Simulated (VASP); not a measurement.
A hop in Ge (diamond): P into a Ge vacancy, in a supercell of 63 atoms with charge -1. Nudged elastic band with 3 images between relaxed ends, without a climbing image, so the barrier is a lower bound. All values below come from PBE GGA, VASP's PBE PAW potentials (set 64) (plane waves; VASP 6.6.1). Run with PREC = Normal, LREAL = Auto, ISYM = 0, NELECT = 254.0, 400 eV cut-off, 1×1×1 Γ-centred mesh, Gaussian smearing of 0.050 eV, potentials Ge P.

The cell is charged, with a uniform compensating background. The supercell is sampled at Γ alone, which is coarse: total energies, pressure and levels can be off, energies of defects by several tenths of an eV.

First end (POSCAR):

```
Ge62P
1.0
    11.567396    0.000000    0.000000
     0.000000   11.567396    0.000000
     0.000000    0.000000   11.567396
Ge P
62 1
Direct
     0.500626    0.998394    0.998818
     0.629017    0.122177    0.122372
     0.750805    0.249224    0.997570
     0.878102    0.370754    0.122317
     0.750782    0.997284    0.249223
     0.878001    0.121850    0.370890
     0.998488    0.001464    0.001561
     0.127744    0.123647    0.123793
     0.252735    0.251785    0.002612
     0.378711    0.376286    0.128651
     0.497899    0.502011    0.001488
     0.623680    0.621228    0.128509
     0.748113    0.747131    0.002522
     0.876209    0.872175    0.123762
     0.252552    0.002378    0.252146
     0.378603    0.128533    0.376524
     0.507848    0.251607    0.251806
     0.748476    0.491922    0.251596
     0.871325    0.621292    0.376453
     0.497748    0.001336    0.502071
     0.623363    0.128431    0.621460
     0.748315    0.251042    0.491988
     0.871221    0.376229    0.621033
     0.747987    0.002567    0.747390
     0.876193    0.123697    0.872434
     0.001631    0.499461    0.998946
     0.126020    0.625401    0.126551
     0.248561    0.751284    0.002137
     0.374720    0.873812    0.126386
     0.002880    0.249156    0.249438
     0.125068    0.375977    0.376267
     0.252979    0.500936    0.255370
     0.382049    0.617918    0.387373
     0.499106    0.746962    0.255279
     0.623941    0.875119    0.376124
     0.001568    0.998424    0.499740
     0.126016    0.126575    0.625388
     0.253178    0.255406    0.501328
     0.382029    0.387828    0.618463
     0.612758    0.618782    0.618617
     0.744814    0.747277    0.501072
     0.874078    0.873893    0.625523
     0.248686    0.002191    0.751367
     0.375046    0.126079    0.874143
     0.498981    0.255421    0.747263
     0.623988    0.376020    0.875299
     0.744680    0.500904    0.747019
     0.873871    0.624779    0.874137
     0.997300    0.747472    0.252274
     0.127182    0.872673    0.372198
     0.998514    0.502026    0.502008
     0.123742    0.626191    0.626274
     0.250725    0.749120    0.502324
     0.373609    0.876148    0.626276
     0.997268    0.252216    0.747503
     0.127169    0.371904    0.873119
     0.250352    0.502350    0.749695
     0.373673    0.626315    0.876303
     0.497650    0.749833    0.749747
     0.628299    0.872920    0.873071
     0.998152    0.751108    0.751735
     0.123788    0.876400    0.876382
     0.631223    0.368865    0.369057
```

Last end:

```
Ge62P
1.0
    11.567396    0.000000    0.000000
     0.000000   11.567396    0.000000
     0.000000    0.000000   11.567396
Ge P
62 1
Direct
     0.497362    1.001539    1.001813
     0.627565    0.125284    0.125267
     0.751723    0.248724    0.998929
     0.875224    0.372792    0.125305
     0.751644    0.998751    0.248682
     0.875184    0.125023    0.372830
     1.001192   -0.001681   -0.001304
     0.126875    0.123278    0.123570
     0.251356    0.248970    0.000858
     0.379914    0.373477    0.127567
     0.500899    0.498658   -0.000070
     0.626005    0.619484    0.127840
     0.750711    0.748138    0.001185
     0.876444    0.872687    0.123849
     0.251398    0.000712    0.249374
     0.380160    0.127722    0.373637
     0.512265    0.256302    0.256177
     0.743365    0.487307    0.256337
     0.871792    0.619486    0.373802
     0.501104    0.000060    0.498769
     0.626208    0.127718    0.619733
     0.743611    0.256108    0.487546
     0.872024    0.373664    0.619649
     0.750692    0.000949    0.748418
     0.876377    0.123533    0.873116
    -0.001278    0.502987    1.001869
     0.128004    0.622983    0.127574
     0.248935    0.751168    0.002327
     0.377207    0.872142    0.127281
     0.001538    0.248543    0.248695
     0.126410    0.372828    0.373037
     0.253668    0.498220    0.253628
     0.377149    0.622998    0.382525
     0.501755    0.746474    0.253492
     0.627218    0.873914    0.372767
    -0.001353    1.001580    0.503158
     0.127998    0.127389    0.623055
     0.253805    0.253493    0.498342
     0.377095    0.382426    0.623336
     0.617780    0.623295    0.623277
     0.746629    0.746648    0.498292
     0.872956    0.872053    0.623042
     0.248935    0.002207    0.751300
     0.377399    0.127047    0.872303
     0.501893    0.253437    0.746648
     0.627321    0.372782    0.873982
     0.746611    0.498261    0.746621
     0.872932    0.622681    0.872420
     0.999012    0.748268    0.249751
     0.124165    0.875689    0.375425
     0.999807    0.498735    0.498783
     0.122602    0.625338    0.625433
     0.247783    0.752191    0.503883
     0.374647    0.877244    0.625540
     0.999001    0.249347    0.748594
     0.124058    0.375096    0.875986
     0.247556    0.503757    0.752434
     0.374506    0.625513    0.877225
     0.496396    0.752485    0.752559
     0.625231    0.875854    0.876182
     0.997858    0.750990    0.751410
     0.126519    0.873511    0.873688
     0.493993    0.506329    0.506440
```

**Question.** Predict the energy profile and the barrier.

**Answer.** 
| image | path length (Å) | E − E(first end) (eV) |
|---|---|---|
| 0 | 0.00 | 0.000 |
| 1 | 0.89 | 0.396 |
| 2 | 1.77 | 1.141 |
| 3 | 2.65 | 0.398 |
| 4 | 3.53 | 0.001 |
The highest image is number 2 (counting the first end as 0), 1.77 Å along the path. The barrier is 1.14 eV forward and 1.14 eV back; the ends differ by 0.00 eV.

The cell is a supercell with a defect, built from Ge (diamond): P into a Ge vacancy, charge -1. The run is not spin-polarised, so no state with unpaired spins was tried.
